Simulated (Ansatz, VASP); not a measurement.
# Cross-check of SnO2 (Cassiterite) between VASP and Ansatz, part 3 of 3

Wanted: the spread between two codes on one cell, functional and k mesh. The cell is taken from a series of runs on this material, whose earlier steps may have relaxed, scaled, displaced or heated it; both programs get it as it stands.

VASP 6.6.1 and Ansatz 0.2.0.

So far: The structure; VASP: zone-centre phonons, LDA.

**3. Ansatz: zone-centre phonons, LDA**

Level of this step: Ansatz beside VASP: Kohn-Sham DFT, plane waves, LDA (Ansatz).

Ansatz runs on norm-conserving files, of PseudoDojo where its log says so.

The same cell, functional (in two slightly different forms) and mesh now go to Ansatz.

Contents of input.yaml:

```yaml
crystal:
  lattice:
    - [4.7241812685, 0.0, 0.0]
    - [0.0, 4.7241812685, 0.0]
    - [0.0, 0.0, 3.1954129527]
  atoms:
    - { symbol: Sn, position: [0.0, 0.0, 0.0] }
    - { symbol: Sn, position: [0.5, 0.5, 0.5] }
    - { symbol: O, position: [0.3062148182, 0.3062148182, 0.0] }
    - { symbol: O, position: [0.1937851818, 0.8062148182, 0.5] }
    - { symbol: O, position: [0.6937851818, 0.6937851818, 0.0] }
    - { symbol: O, position: [0.8062148182, 0.1937851818, 0.5] }
kpoints:
  mp_grid: { grid: [6, 6, 8] }
hamiltonian:
  xc: lda
  pseudopotentials: { kind: nc, accuracy: standard }
scf:
  occupations: { method: fixed }
output:
  eigenvalues: true
basis:
  ecutwfc: 1142.878
phonons:
  method: dfpt
  dielectric: true
  rigid_motions: translations
```

Launch:

```console
$ ansatz run input.yaml --threads 8 --pin off --max-ram 16384MiB --backend cpu --events-out ev --progress --plain --runs-dir out
```

What it wrote:

```text
Warning: basis.ecutwfc = 1142.878 eV is below the records' recommended 1142.878222 eV, and the density's cutoff is lower with it unless basis.ecutrho_ratio is high enough to keep the records' density cutoff: compare with a run at a higher cutoff
Engine: ansatz 0.2.0, aarch64-unknown-linux-gnu
Pseudopotentials: kind: nc
Pseudopotential: Sn, nc, valence charge 14, recommended cutoff 979.609905 eV (normal), Sn.nc.azcp (PseudoDojo's, or run here from an input of PseudoDojo's; its table is named by hamiltonian.pseudopotentials.accuracy)
Pseudopotential: O, nc, valence charge 6, recommended cutoff 1142.878222 eV (normal), O.nc.azcp (PseudoDojo's, or run here from an input of PseudoDojo's; its table is named by hamiltonian.pseudopotentials.accuracy)
Functional definition: SPW92
  exchange = slater_x
  correlation = pw_c
Crystal: 6 atoms, lattice volume = 71.315 Å³
Basis set: ecut = 1142.878 eV, 6257 PW (Γ), exchange–correlation on 108×108×72 points (8 copies of the dense FFT grid, shifted against one another)
Bands: 32, of which v1, the nominal top of the filled ones, is band 26 counted from 1 (25 counted from 0)
Symmetry: 16 space group operations
k-points: 148 of 288 (irreducible under 1 space group operation, time reversal used)
Non-local potential: Sn, projectors of the file, l = 0: 2, l = 1: 2, l = 2: 2
Non-local potential: O, projectors of the file, l = 0: 2, l = 1: 2, l = 2: 1
Initial density: superposition of atomic densities (chi_scale 0.1, normalization cell, long waves kept (reshape's long-wave potential 0.00 eV rms))
Initial wavefunctions: pseudopotential atomic-orbital guess
Functional: x = slater, c = lda
SCF iter   1: F=—  HF=-6075.926317 eV  |F-HF|=—  |Δ(HF+E_count)|=         —  Δρ=8.34e-2  dr2=3.34e0  ethr=3.10e-3  ⟨swp⟩=5.4  Hψ=18030  notcnv=0  defer=592
preconditioner: auto → Resta (q_TF=auto, 2.588 Å⁻¹)  ε∞=3.5  [insulator: Δε(μ)=1.680 eV  Ē_g=20.004 eV  n_scr=18 (ndim 8)  ℏωp=31.7 eV  f_vac=0.000  ε∞_Penn≈3.5]
SCF iter   2: F=—  HF=-6074.928889 eV  |F-HF|=—  |Δ(HF+E_count)|=   9.97e-1  Δρ=3.75e-2  dr2=4.63e-1  ethr=3.10e-3  ⟨swp⟩=2.6  Hψ=9416  notcnv=0  defer=592
SCF iter   3: F=—  HF=-6074.800140 eV  |F-HF|=—  |Δ(HF+E_count)|=   1.29e-1  Δρ=1.12e-2  dr2=6.69e-2  ethr=8.90e-4  ⟨swp⟩=2.6  Hψ=7656  notcnv=0  defer=592
SCF iter   4: F=—  HF=-6074.786800 eV  |F-HF|=—  |Δ(HF+E_count)|=   1.33e-2  Δρ=2.52e-3  dr2=2.59e-3  ethr=1.29e-4  ⟨swp⟩=2.3  Hψ=6600  notcnv=0  defer=592
SCF iter   5: F=—  HF=-6074.786948 eV  |F-HF|=—  |Δ(HF+E_count)|=   1.48e-4  Δρ=4.07e-4  dr2=6.29e-5  ethr=4.99e-6  ⟨swp⟩=2.4  Hψ=7388  notcnv=0  defer=592
SCF iter   6: F=—  HF=-6074.786966 eV  |F-HF|=—  |Δ(HF+E_count)|=   1.87e-5  Δρ=5.69e-5  dr2=1.19e-6  ethr=1.21e-7  ⟨swp⟩=2.4  Hψ=8172  notcnv=0  defer=588
SCF iter   7: F=—  HF=-6074.787187 eV  |F-HF|=—  |Δ(HF+E_count)|=   2.21e-4  Δρ=6.63e-6  dr2=2.49e-8  ethr=2.29e-9  ⟨swp⟩=2.3  Hψ=7639  notcnv=0  defer=268
SCF iter   8: F=—  HF=-6074.787187 eV  |F-HF|=—  |Δ(HF+E_count)|=  7.60e-10  Δρ=1.30e-6  dr2=1.29e-9  ethr=4.78e-11  ⟨swp⟩=2.1  Hψ=8231  notcnv=0  defer=268
SCF iter   9: F=-6074.787187 eV  HF=-6074.787187 eV  |F-HF|=9.09e-13  |Δ(HF+E_count)|=  1.06e-10  Δρ=3.06e-7  dr2=3.68e-11  ethr=1.00e-12  ⟨swp⟩=15.6  Hψ=36724  notcnv=0
SCF 1 converged in 9 iterations: F = -6074.787187 eV  dr2 = 3.68e-11
DFPT response loops at Γ: preconditioner auto → Resta (q_TF=auto, 2.588 Å⁻¹)  ε∞=7.3 (no band partly filled); β = 1.00, the filter's whole step (`scf.mixing.beta` (0.50) is not read by the response loops at its default; to damp them type it under 1.00, their step now; it binds the ground state too); Broyden in place of MSR1
── the response to a field inside a basis, on 6×6×8 k-points: an SCF that follows is theirs, and a resumed run solves both again ──
Bands: 27, of which v1, the nominal top of the filled ones, is band 26 counted from 1 (25 counted from 0)
k-points: 24 of 288
Initial density: handed on by an earlier stage of this run
Initial wavefunctions: pseudopotential atomic-orbital guess (no wavefunctions were taken with the density)
Eigensolver: Dense (24 Hₖ)
SCF iter   1: F=—  HF=-6074.729061 eV  |F-HF|=—  |Δ(HF+E_count)|=         —  Δρ=4.60e-4  dr2=1.49e-5  ethr=1.00e-1
preconditioner: auto → Resta (q_TF=auto, 2.588 Å⁻¹)  ε∞=4.8  [insulator: Δε(μ)=1.842 eV  Ē_g=16.200 eV  n_scr=18 (ndim 8)  ℏωp=31.7 eV  f_vac=0.017  ε∞_Penn≈4.8]
SCF iter   2: F=—  HF=-6074.729067 eV  |F-HF|=—  |Δ(HF+E_count)|=   5.98e-6  Δρ=2.31e-4  dr2=3.76e-6  ethr=2.86e-8
SCF iter   3: F=-6074.729070 eV  HF=-6074.729070 eV  |F-HF|=5.13e-8  |Δ(HF+E_count)|=   2.77e-6  Δρ=1.89e-5  dr2=9.85e-8  ethr=7.23e-9
SCF 1 converged in 3 iterations: F = -6074.729070 eV  dr2 = 9.85e-8
DFPT response loops at Γ: preconditioner auto → Resta (q_TF=auto, 2.588 Å⁻¹)  ε∞=5.7 (no band partly filled); β = 1.00, the filter's whole step (`scf.mixing.beta` (0.50) is not read by the response loops at its default; to damp them type it under 1.00, their step now; it binds the ground state too); Broyden in place of MSR1
WARN: field response: ε∞ stands inside a basis, on 6×6×8 points; the force constants stand on the 6×6×8 k-mesh, whose period is 11.80 times the interband length at k = (0.0000, 0.0000, 0.0000), direct gap 1.124 eV, under 14: take them and everything formed from them as unconverged, and compare with a denser kpoints.mp_grid
SCF converged after 9 iterations
Free energy (F): -6074.787187 eV
Harris-Foulkes:  -6074.787187 eV  (|F-HF|=9.09e-13)
Internal energy: -6074.787187 eV  (E = F + TS)
E sigma→0 (E₀):  -6074.787187 eV
Fermi energy:    9.473850 eV
--- Per-component energies (eV) ---
  E_band       = -115.936034
  E_kinetic    = 3802.274129
  E_local      = -3845.049716  (includes V_loc(G=0)·N_el)
  E_nonlocal   = -1533.059748
  E_hartree    = 1329.811468
  E_xc         = -1637.850554
  E_vxc        = -1199.723653  (∫ρ·V_xc dr)
  E_ewald      = -4190.912767
  E_smearing   = -0.000000  (= −TS)
  E_closure    = 0.000000  (closes the sum)
  Σ components = -6074.787187   (vs F -6074.787187, Δ=0.00e0)
--- Band table (eV; the first three rows and the last of 148) ---
  k-point 0: bands = [... 22 lower, 8.1738, 8.7043, 8.7043, 9.4738, 10.5983, 15.3496, 15.5758, 15.5758, ... 2 higher]
  k-point 1: bands = [... 22 lower, 7.5955, 8.7299, 8.7299, 9.3405, 11.5609, 15.6746, 16.2302, 16.2302, ... 2 higher]
  k-point 2: bands = [... 22 lower, 6.9219, 8.6204, 8.6204, 8.9624, 13.1471, 16.1582, 17.6646, 17.6646, ... 2 higher]
  k-point 147: bands = [... 22 lower, 8.5001, 8.5001, 8.6486, 8.6486, 14.1467, 14.1467, 18.1777, 18.1777, ... 2 higher]
--- Phonons (Γ-DFPT): 4 representative perturbations + reference, on 148 of 288 k-points (Σ response iterations 12) ---
  k mesh reduced under 1 symmetry operation, with k and −k counted as one. Each operation leaves every solved perturbation unchanged. A smaller set is not considered because the run solves the response to a homogeneous field
  ASR residual: 6.007e-5 → 0.000e0 eV/Å²; symmetrization residual: 8.695e-6 eV/Å²
  ASR residual per site (eV/Å²): 6.01e-5 6.01e-5 3.89e-5 3.89e-5 3.89e-5 3.89e-5
  Γ frequencies (cm⁻¹): 0.00 0.00 0.00 101.53 146.33 222.67 222.67 280.48 280.48 347.02 463.31 468.91 468.91 562.72 598.54 598.54 628.75 755.76
  ε∞ (high-frequency dielectric tensor):
        4.454780     0.000000     0.000000
        0.000000     4.454780     0.000000
        0.000000     0.000000     4.792982
  ε⁰ (static dielectric tensor: ions relaxed, cell fixed):
       13.090483     0.000000     0.000000
        0.000000    13.090483    -0.000000
        0.000000    -0.000000    10.079261
  ε⁰ − ε∞ (ionic part):
        8.635703     0.000000     0.000000
        0.000000     8.635703    -0.000000
        0.000000    -0.000000     5.286279
  softest optical mode at Γ: 101.53 cm⁻¹; the repairs (sum rule, projections) moved no ω² at Γ by more than (1.82 cm⁻¹)²
  Born effective charges Z* (e; rows j = field, columns β = displacement):
    site 0:
         4.13658    0.46342    0.00000
         0.46342    4.13658    0.00000
         0.00000    0.00000    4.55247
    site 1:
         4.13658   -0.46342    0.00000
        -0.46342    4.13658    0.00000
         0.00000    0.00000    4.55247
    site 2:
        -2.06829   -0.73542    0.00000
        -0.73542   -2.06829    0.00000
         0.00000    0.00000   -2.27623
    site 3:
        -2.06829    0.73542    0.00000
         0.73542   -2.06829    0.00000
         0.00000    0.00000   -2.27623
    site 4:
        -2.06829   -0.73542    0.00000
        -0.73542   -2.06829    0.00000
         0.00000    0.00000   -2.27623
    site 5:
[...]
Z* charge neutrality: 9.145e-3 e pre-enforcement
  solved inside a basis spanned on kpoints, on 6×6×8 k-points, its susceptibility summed on 10×10×14: ε∞ is read to err by 1.7e-2, Z* by 4.2e-2 e (field_mesh: kpoints solves on kpoints); Z* is corrected for what the basis lacks
  optical modes at Γ without the LO–TO term, one row a degenerate level:
      ω (cm⁻¹)  modes    IR ((D/Å)²/amu)
[...]
optical modes at Γ + LO–TO along q̂ = [1.0000, 0.0000, 0.0000]:
      ω (cm⁻¹)  modes    IR ((D/Å)²/amu)
[...]
optical modes at Γ + LO–TO along q̂ = [0.0000, 1.0000, 0.0000]:
      ω (cm⁻¹)  modes    IR ((D/Å)²/amu)
[...]
optical modes at Γ + LO–TO along q̂ = [0.0000, 0.0000, 1.0000]:
      ω (cm⁻¹)  modes    IR ((D/Å)²/amu)
[...]
280.48      2             4.5428
        347.02      1             0.0000
        468.91      2             0.0000
        562.72      1             0.0000
        598.54      2            44.9679
        628.75      1             0.0000
        671.87      1            37.9413
        755.76      1             0.0000
```

**4. Side by side**

Known differences besides the potentials themselves: fixed occupations in Ansatz, narrow Gaussian smearing in VASP; VASP's response is taken on the typed mesh, Ansatz refines its own for the field response alone; the cutoff is 1142.88 eV in Ansatz and 600 eV in VASP; VASP's log shows a relativistic correction to its local exchange, Ansatz's none; VASP's log repeats an internal error in its field response. Total energies have different zeros and are not compared.

The two programs side by side:

| quantity | Ansatz | VASP | difference |
| --- | --- | --- | --- |
| ε∞ xx | 4.45 | 4.35 | +2.41 % |
| ε∞ yy | 4.45 | 4.35 | +2.41 % |
| ε∞ zz | 4.79 | 4.64 | +3.25 % |
| Born charge of Sn1 (mean of the diagonal) (e) | 4.28 | 4.20 | +0.07 |
| Born charge of O3 (mean of the diagonal) (e) | -2.14 | -2.10 | -0.04 |
| optical mode 1 (cm⁻¹) | 101.5 | 101.1 | +0.38 % |
| optical mode 2 (cm⁻¹) | 146.3 | 147.4 | -0.69 % |
| optical mode 3 to 4 (cm⁻¹) | 222.7 | 224.3 | -0.72 % |
| optical mode 5 to 6 (cm⁻¹) | 280.5 | 282.2 | -0.62 % |
| optical mode 7 (cm⁻¹) | 347.0 | 348.9 | -0.53 % |
| optical mode 8 (cm⁻¹) | 463.3 | 465.2 | -0.40 % |
| optical mode 9 to 10 (cm⁻¹) | 468.9 | 469.8 | -0.19 % |
| optical mode 11 (cm⁻¹) | 562.7 | 563.1 | -0.08 % |
| optical mode 12 to 13 (cm⁻¹) | 598.5 | 601.5 | -0.49 % |
| optical mode 14 (cm⁻¹) | 628.8 | 630.1 | -0.22 % |
| optical mode 15 (cm⁻¹) | 755.8 | 758.1 | -0.31 % |

Modes are paired by rising frequency, not by their patterns, so a pair may set unlike modes beside each other; they are those without the splitting of longitudinal modes.

**5. Summary of results**

```json
{
  "r.m.s. difference of the optical zone-centre modes, each program's sorted by frequency (zone-centre phonons, LDA)": "1.7 cm⁻¹",
  "difference in ε∞ zz (zone-centre phonons, LDA)": "+3.2 %"
}
```

In words: The r.m.s. difference of the optical zone-centre modes, each program's sorted by frequency is 1.7 cm⁻¹ (zone-centre phonons, LDA). Among the rows given in per cent, the largest difference of the zone-centre phonons, LDA pair is in ε∞ zz, +3.2 %. Such differences can come from data sets, numerical settings and the points named under the comparisons, not from the functional's error against experiment.

[Lines on the potential files, build, host, timing and source positions are cut from VASP's logs without a mark.]

[Logs are printed without paths, hosts, clocks, repeated set-up lines and the standing remarks that a program may print on its own settings, such as how far it seeks lower states.]

[Hosts, paths, dates, database ids (printed as entryN), source tags and the programs' standing remarks are cut or masked in the printed files.]
